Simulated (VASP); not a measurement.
A run of VASP 6.6.1:

File INCAR:

```
SYSTEM = TiPd
  ALGO = Fast
  EDIFF = 1E-7
  ENCUT = 520
  GGA = PS
  ISIF = 2
  ISMEAR = 0
  LASPH = .True.
  LCHARG = .False.
  LREAL = .False.
  LWAVE = .False.
  NBANDS = 18
  NELM = 60
  PREC = Accurate
  SIGMA = 0.15
```

File KPOINTS:

```
k-points
0
Gamma
  14 14 14
  0 0 0
```

POSCAR

```
TiPd
1.0
    3.2048462014      0.0000000000      0.0000000000
    0.0000000000      3.1318735477      0.0000000000
    0.0000000000      0.0000000000      3.1318735477
Ti Pd
1 1
Direct
    0.4823109078      0.5000000000      0.5000000000
    0.0079564347      0.0000000000      0.0000000000
```

Potentials or basis: VASP PAW PBE potentials, release 64 (Ti_sv, Pd).

Command:

```sh
$ cat potpaw_PBE.64/Ti_sv/POTCAR potpaw_PBE.64/Pd/POTCAR > POTCAR
$ mpirun -np 1 vasp_std > vasp.out
```

Hardware: 1 thread of AMD EPYC 9R45 96-Core Processor (Zen 5), on a shared host.

Question: How long does it take, and how much memory?

Answer: Run time: 3 min on 1 thread of AMD EPYC 9R45 96-Core Processor (Zen 5), with other jobs on the host, peak memory 0.25 GiB. Counts: scf iterations 33, k points 288.
